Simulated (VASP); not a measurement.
# ZnS(110): relaxation, ionisation energy and affinity

Where do the bulk band edges lie against the vacuum outside ZnS(110)?

Calculated with VASP 6.6.1; PBE; plane waves and PAW (Zn, S).

**What experiment says.**

For ZnS, sphalerite (zinc blende) (untreated commercial multispectral-grade CVD/HIP polycrystalline window), “On the Surface Hardening of Zinc Sulfide Windows by Gallium Sulfide” (2024, pmc:11595366) gives, by powder X-ray diffraction: lattice constant a (cubic a, untreated; bracketed figure appears to be the next digit …) 5.411 Å [commercial polycrystalline ceramic window; bracketed digit ambiguous (next digit or …].

For ZnS, zincblende (literature value, sample not described, 19 K), “Electronic, vibrational, and thermodynamic properties of ZnS (zincblende and rocksalt structure)” (2009, arxiv:0911.5022) quotes earlier work: band gap (direct gap E0 at Gamma) 3.85 eV [literature value at 19 K; includes electron-phonon renormalization, which the paper puts …].

### 1. Starting point

The structure is cubic, space group F-43m (No. 216). Conventional cell: a = 5.410 Å, b = 5.410 Å, c = 5.410 Å, α = 90.00°, β = 90.00°, γ = 90.00°. Zn has 4 S at 2.34 Å nearest. Nearest to S lie 4 Zn at 2.34 Å. Farther neighbours and most contacts between anions are not listed.

As a file:

```
Zn S
1.0
     0.00000    2.70500    2.70500
     2.70500    0.00000    2.70500
     2.70500    2.70500    0.00000
Zn S
1 1
Direct
  0.00000 0.00000 0.00000
  0.25000 0.25000 0.25000
```

### 2. Relaxing the bulk crystal

The later steps need the crystal at this functional's own lattice; a raised cutoff keeps the stress reliable while the cell changes.

File INCAR:

```
SYSTEM = ZnS
PREC = Accurate
ENCUT = 360
EDIFF = 1E-06
NELM = 120
ISMEAR = 0
SIGMA = 0.03
LREAL = .FALSE.
ALGO = Normal
GGA = PE
NBANDS = 15
LORBIT = 11
LWAVE = .FALSE.
LCHARG = .FALSE.
KPAR = 4
IBRION = 2
NSW = 40
ISIF = 3
EDIFFG = -0.02
POTIM = 0.4
```

File POSCAR:

```
ZnS
1.0
    0.0000000000      2.7050000000      2.7050000000
    2.7050000000      0.0000000000      2.7050000000
    2.7050000000      2.7050000000      0.0000000000
Zn S
1 1
Direct
    0.0000000000      0.0000000000      0.0000000000
    0.2500000000      0.2500000000      0.2500000000
```

File KPOINTS:

```
Automatic mesh
0
Gamma
6 6 6
0 0 0
```

PAW data sets: Zn and S (PBE family, release 64).

Started as:

```console
mpirun -np 4 vasp_std
```

The log of the run:

```text
[banner, memory and clock lines left out]
running    4 mpi-ranks, on    1 nodes
 distrk:  each k-point on    1 cores,    4 groups
 distr:  one band on    1 cores,    1 groups

 POSCAR found type information on POSCAR ZnS
 POSCAR found :  2 types and       2 ions
 LDA part: xc-table for (Slater+PW92), standard interpolation
 POSCAR, INCAR and KPOINTS ok, starting setup
 FFT: planning ... GRIDC
 FFT: planning ... GRID_SOFT
 FFT: planning ... GRID
 WAVECAR not read
 entering main loop
       N       E                     dE             d eps       ncg     rms          rms(c)
DAV:   1     0.760104960036E+02    0.76010E+02   -0.74209E+03   480   0.110E+03
DAV:   2    -0.288516158838E+01   -0.78896E+02   -0.74990E+02   557   0.225E+02
DAV:   3    -0.722774335261E+01   -0.43426E+01   -0.43308E+01   606   0.571E+01
DAV:   4    -0.727126219410E+01   -0.43519E-01   -0.43511E-01   620   0.600E+00
DAV:   5    -0.727183220981E+01   -0.57002E-03   -0.57001E-03   578   0.638E-01    0.684E+00
DAV:   6    -0.686300667067E+01    0.40883E+00   -0.77880E-01   725   0.312E+01    0.533E+00
DAV:   7    -0.684277989943E+01    0.20227E-01   -0.26131E-01   564   0.471E+00    0.270E+00
DAV:   8    -0.684220964185E+01    0.57026E-03   -0.53873E-03   554   0.856E-01    0.718E-01
DAV:   9    -0.684247619373E+01   -0.26655E-03   -0.12602E-03   606   0.292E-01    0.977E-02
DAV:  10    -0.684264573989E+01   -0.16955E-03   -0.20961E-04   537   0.138E-01    0.438E-02
DAV:  11    -0.684264145056E+01    0.42893E-05   -0.31027E-05   613   0.800E-02    0.702E-03
DAV:  12    -0.684264231479E+01   -0.86423E-06   -0.39264E-06   536   0.227E-02
   1 F= -.68426423E+01 E0= -.68426423E+01  d E =-.684264E+01
 curvature:   0.00 expect dE= 0.000E+00 dE for cont linesearch  0.000E+00
 trial: gam= 0.00000 g(F)=  0.327E-45 g(S)=  0.602E-02 ort = 0.000E+00 (trialstep = 0.100E+01)
 search vector abs. value=  0.602E-02
 bond charge predicted
       N       E                     dE             d eps       ncg     rms          rms(c)
DAV:   1    -0.691060904234E+01   -0.67968E-01   -0.75479E-01   585   0.188E+01    0.185E+00
DAV:   2    -0.685387434328E+01    0.56735E-01   -0.16206E-01   585   0.106E+01    0.711E-01
DAV:   3    -0.684720175018E+01    0.66726E-02   -0.67762E-03   529   0.604E-01    0.324E-01
DAV:   4    -0.684574516901E+01    0.14566E-02   -0.63664E-04   586   0.346E-01    0.157E-01
DAV:   5    -0.684549014154E+01    0.25503E-03   -0.23438E-04   712   0.281E-01    0.317E-02
DAV:   6    -0.684549346174E+01   -0.33202E-05   -0.77768E-05   508   0.959E-02    0.169E-02
DAV:   7    -0.684549506182E+01   -0.16001E-05   -0.41757E-06   543   0.492E-02    0.552E-03
DAV:   8    -0.684549490136E+01    0.16046E-06   -0.12575E-06   282   0.226E-02
   2 F= -.68454949E+01 E0= -.68454949E+01  d E =-.285259E-02
 trial-energy change:   -0.002853  1 .order   -0.002956   -0.006020    0.000109
 step:   0.9803(harm=  0.9823)  dis= 0.00000  next Energy=    -6.845496 (dE=-0.285E-02)
 reached required accuracy - stopping structural energy minimisation
```

Run time: 4 s. Hardware: 4 MPI ranks of AMD EPYC 9R14 (Zen 4), shared host; peak memory 0.44 GiB; 12 s of CPU time.

The logs omit lines about the potential files and the build; timing stands in the text.

OUTCAR, selected parts (step 2):

```text
ion  position               nearest neighbor table
   1  0.000  0.000  0.000-   2 2.34   2 2.34   2 2.34   2 2.34
   2  0.250  0.250  0.250-   1 2.34   1 2.34   1 2.34   1 2.34

  LATTYP: Found a face centered cubic cell.
 ALAT       =     5.4100000000

 Subroutine GETGRP returns: Found 24 space group operations
 (whereof 24 operations were pure point group operations)

The static configuration has the point symmetry T_d .

 Found     16 irreducible k-points:

   k-points           NKPTS =     16   k-points in BZ     NKDIM =     16   number of bands    NBANDS=     15

   dimension x,y,z NGX =    24 NGY =   24 NGZ =   24
   dimension x,y,z NGXF=    48 NGYF=   48 NGZF=   48

   ENCUT  =  360.0 eV  26.46 Ry    5.14 a.u.   5.92  5.92  5.92*2*pi/ulx,y,z

   NELECT =      18.0000    total number of electrons

 k-points in reciprocal lattice and weights: Automatic mesh
   0.00000000  0.00000000  0.00000000       0.005
   0.16666667  0.00000000  0.00000000       0.037
   0.33333333  0.00000000  0.00000000       0.037
   0.50000000  0.00000000  0.00000000       0.019
   0.16666667  0.16666667  0.00000000       0.028
   0.33333333  0.16666667  0.00000000       0.111
   0.50000000  0.16666667  0.00000000       0.111
  -0.33333333  0.16666667  0.00000000       0.111
  -0.16666667  0.16666667  0.00000000       0.056
[...]
-0.33333333  0.33333333  0.16666667       0.111
  -0.33333333  0.50000000  0.16666667       0.056

 average (electrostatic) potential at core
       1 -36.3948       2 -88.7254

 E-fermi :   2.0504

 k-point     1 :       0.0000    0.0000    0.0000
  band No.  band energies     occupation
    ...
      5      -3.8629      2.00000
      6      -3.8629      2.00000
      7       1.9104      2.00000
      8       1.9104      2.00000
      9       1.9104      2.00000
     10       3.9235      0.00000
     11       8.3160      0.00000
     12       8.3160      0.00000
     13       8.3160      0.00000
     14      13.6496      0.00000
    ...

 k-point     2 :       0.1667    0.0000    0.0000
  band No.  band energies     occupation
    ...
      5      -3.8646      2.00000
      6      -3.8646      2.00000
      7       0.2502      2.00000
      8       1.6737      2.00000
      9       1.6737      2.00000
     10       5.0421      0.00000
     11       8.2726      0.00000
     12       8.7072      0.00000
     13       8.7073      0.00000
     14      12.8734      0.00000
    ...

 k-point     3 :       0.3333    0.0000    0.0000
  band No.  band energies     occupation
    ...
      5      -3.8517      2.00000
      6      -3.8517      2.00000
      7      -1.9045      2.00000
      8       1.2608      2.00000
      9       1.2608      2.00000
     10       5.2907      0.00000
     11       8.9549      0.00000
     12       8.9549      0.00000
     13       9.6666      0.00000
     14      13.4638      0.00000
    ...

  Total       -0.0058219     -0.0058219     -0.0058219      0.0000000      0.0000000      0.0000000
  in kB       -0.2312909     -0.2312909     -0.2312909      0.0000000      0.0000000      0.0000000
  external PRESSURE =      -0.2312909 kB  Pullay stress =       0.0000000 kB

  energy-cutoff  :      360.00
  volume of cell :       40.33
      direct lattice vectors                 reciprocal lattice vectors
    -0.000000000  2.721832554  2.721832554    -0.183699765  0.183699765  0.183699765
     2.721832554  0.000000000  2.721832554     0.183699765 -0.183699765  0.183699765
     2.721832554  2.721832554  0.000000000     0.183699765  0.183699765 -0.183699765

 POSITION                                       TOTAL-FORCE (eV/Angst)
 -----------------------------------------------------------------------------------
      2.72183      2.72183      0.00000         0.000000      0.000000      0.000000
      1.36092      1.36092      1.36092        -0.000000     -0.000000     -0.000000
 -----------------------------------------------------------------------------------
    total drift:                               -0.000001     -0.000001     -0.000002

  FREE ENERGIE OF THE ION-ELECTRON SYSTEM (eV)
  ---------------------------------------------------
  free  energy   TOTEN  =        -6.8454949014 eV

  energy  without entropy=       -6.8454949014  energy(sigma->0) =       -6.84549490

 reached required accuracy - stopping structural energy minimisation

 total charge
# of ion       s       p       d       tot
------------------------------------------
    1        0.514   0.458   9.794  10.765
    2        1.315   2.425   0.000   3.741
--------------------------------------------------
tot          1.829   2.884   9.794  14.506

[... 3 further parts left out ...]
```

The run keeps the 24 symmetry operations of its start, so it cannot find a distortion of lower symmetry.

The steps of the relaxation:

```
step  energy less that of the first step (eV)  largest force (eV/Å)  pressure (GPa)  volume (Å³)
   1                                   0.0000                0.0000            1.31        39.59
   2                                  -0.0029                0.0000           -0.02        40.33
```

```csv
"conventional cell, symmetrised",before,after,change
a (Å),5.410,5.444,+0.6 %
b (Å),5.410,5.444,+0.6 %
c (Å),5.410,5.444,+0.6 %
volume (Å³/atom),19.79,20.16,+1.9 %
```

Final coordinates:

```xyz
2
Lattice="0.0000 2.7218 2.7218 2.7218 0.0000 2.7218 2.7218 2.7218 0.0000" Properties=species:S:1:pos:R:3 pbc="T T T"
Zn    0.0000    0.0000    0.0000
S     1.3609    1.3609    1.3609
```

This step gave:

```yaml
electronic_cycles: 20
electrons: 18
free_energy_toten: -6.845 eV
fermi_energy: 2.050 eV
```

The run ended after 2 ionic steps, 0.003 eV below its first step, once forces and stress met EDIFFG = -0.02.

### 3. Band edges of the bulk

A static bulk run at the slab's cutoff gives the band edges and the core potentials that tie them to the slab.

File INCAR:

```
SYSTEM = ZnS
PREC = Normal
ENCUT = 320
EDIFF = 1E-06
NELM = 120
ISMEAR = 0
SIGMA = 0.03
LREAL = .FALSE.
ALGO = Normal
GGA = PE
NBANDS = 15
LORBIT = 11
LWAVE = .FALSE.
LCHARG = .FALSE.
KPAR = 4
```

File POSCAR:

```
ZnS
1.0
    0.0000000000      2.7218325535      2.7218325535
    2.7218325535      0.0000000000      2.7218325535
    2.7218325535      2.7218325535      0.0000000000
Zn S
1 1
Direct
    0.0000000000      0.0000000000      0.0000000000
    0.2500000000      0.2500000000      0.2500000000
```

File KPOINTS:

```
Automatic mesh
0
Gamma
14 14 14
0 0 0
```

Started as:

```console
mpirun -np 4 vasp_std
```

The log of the run:

```text
[... set-up lines as in an earlier step ...]
 entering main loop
       N       E                     dE             d eps       ncg     rms          rms(c)
DAV:   1     0.692616658291E+02    0.69262E+02   -0.68512E+03  3128   0.103E+03
DAV:   2    -0.326857168576E+01   -0.72530E+02   -0.68763E+02  3596   0.210E+02
DAV:   3    -0.723864984516E+01   -0.39701E+01   -0.39580E+01  3848   0.530E+01
DAV:   4    -0.727570191209E+01   -0.37052E-01   -0.37047E-01  3848   0.538E+00
DAV:   5    -0.727615789230E+01   -0.45598E-03   -0.45597E-03  3932   0.563E-01    0.663E+00
DAV:   6    -0.686980813568E+01    0.40635E+00   -0.76351E-01  4686   0.301E+01    0.516E+00
DAV:   7    -0.684997585719E+01    0.19832E-01   -0.25056E-01  3631   0.442E+00    0.264E+00
DAV:   8    -0.684931792106E+01    0.65794E-03   -0.50406E-03  3644   0.754E-01    0.689E-01
DAV:   9    -0.684958561204E+01   -0.26769E-03   -0.11852E-03  3778   0.278E-01    0.991E-02
DAV:  10    -0.684975110249E+01   -0.16549E-03   -0.18489E-04  3583   0.148E-01    0.461E-02
DAV:  11    -0.684974964472E+01    0.14578E-05   -0.34606E-05  3988   0.952E-02    0.645E-03
DAV:  12    -0.684975068810E+01   -0.10434E-05   -0.34743E-06  3498   0.217E-02    0.353E-03
DAV:  13    -0.684975074952E+01   -0.61422E-07   -0.64149E-07  2723   0.885E-03
   1 F= -.68497507E+01 E0= -.68497507E+01  d E =-.296125E-14
```

The job ended after 5.4 s (4 MPI ranks; peak memory 0.46 GiB).

OUTCAR, selected parts (step 3):

```text
  LATTYP: Found a face centered cubic cell.
 ALAT       =     5.4436651070

The static configuration has the point symmetry T_d .

 Found    104 irreducible k-points:

   k-points           NKPTS =    104   k-points in BZ     NKDIM =    104   number of bands    NBANDS=     15

   dimension x,y,z NGX =    18 NGY =   18 NGZ =   18
   dimension x,y,z NGXF=    36 NGYF=   36 NGZF=   36

   ENCUT  =  320.0 eV  23.52 Ry    4.85 a.u.   5.61  5.61  5.61*2*pi/ulx,y,z

   NELECT =      18.0000    total number of electrons

 E-fermi :   2.0522

 k-point     1 :       0.0000    0.0000    0.0000
  band No.  band energies     occupation
    ...
      5      -3.8523      2.00000
      6      -3.8523      2.00000
      7       1.9098      2.00000
      8       1.9098      2.00000
      9       1.9098      2.00000
     10       3.9218      0.00000
     11       8.3168      0.00000
     12       8.3168      0.00000
     13       8.3171      0.00000
     14      13.6569      0.00000
    ...

 k-point     2 :       0.0714    0.0000    0.0000
  band No.  band energies     occupation
    ...
      5      -3.8530      2.00000
      6      -3.8530      2.00000
      7       1.4588      2.00000
      8       1.8607      2.00000
      9       1.8608      2.00000
     10       4.2904      0.00000
     11       8.2526      0.00000
     12       8.4051      0.00000
     13       8.4053      0.00000
     14      13.3949      0.00000
    ...

  Total        0.0090763      0.0090763      0.0090763      0.0000000      0.0000000      0.0000000
  in kB        0.3605822      0.3605822      0.3605822      0.0000000      0.0000000      0.0000000
  external PRESSURE =       0.3605822 kB  Pullay stress =       0.0000000 kB

  energy-cutoff  :      320.00
  volume of cell :       40.33
      direct lattice vectors                 reciprocal lattice vectors
     0.000000000  2.721832554  2.721832554    -0.183699765  0.183699765  0.183699765
     2.721832554  0.000000000  2.721832554     0.183699765 -0.183699765  0.183699765
     2.721832554  2.721832554  0.000000000     0.183699765  0.183699765 -0.183699765

 POSITION                                       TOTAL-FORCE (eV/Angst)
 -----------------------------------------------------------------------------------
      0.00000      0.00000      0.00000         0.000000      0.000000      0.000000
      1.36092      1.36092      1.36092        -0.000000     -0.000000     -0.000000
 -----------------------------------------------------------------------------------
    total drift:                               -0.000022     -0.000022     -0.000029

  FREE ENERGIE OF THE ION-ELECTRON SYSTEM (eV)
  ---------------------------------------------------
  free  energy   TOTEN  =        -6.8497507495 eV

  energy  without entropy=       -6.8497507495  energy(sigma->0) =       -6.84975075

 total charge
# of ion       s       p       d       tot
------------------------------------------
    1        0.514   0.458   9.790  10.763
    2        1.316   2.426   0.000   3.742
--------------------------------------------------
tot          1.830   2.885   9.790  14.505

[... 1 part as in an earlier step ...]

[... 7 further parts left out ...]
```

The gap is read on the k-mesh alone, so it is an upper bound where the band edges lie off the mesh.

This step gave:

```
electronic cycles              : 13
free energy (TOTEN)            : -6.850 eV
Fermi energy                   : 2.052 eV
metallic                       : no
gap on the k-mesh              : 2.012 eV
least direct gap on the k-mesh : 2.012 eV
```

(Part 1 of 3 ends here.)

[Lines on the potential files, build, host, timing and source positions are cut from VASP's logs without a mark.]

[Logs are printed without paths, hosts, clocks, repeated set-up lines and the standing remarks that a program may print on its own settings, such as how far it seeks lower states.]

[Hosts, paths, dates, database ids (printed as entryN), source tags and the programs' standing remarks are cut or masked in the printed files.]

[Runs that stopped without an error message from VASP are left out.]
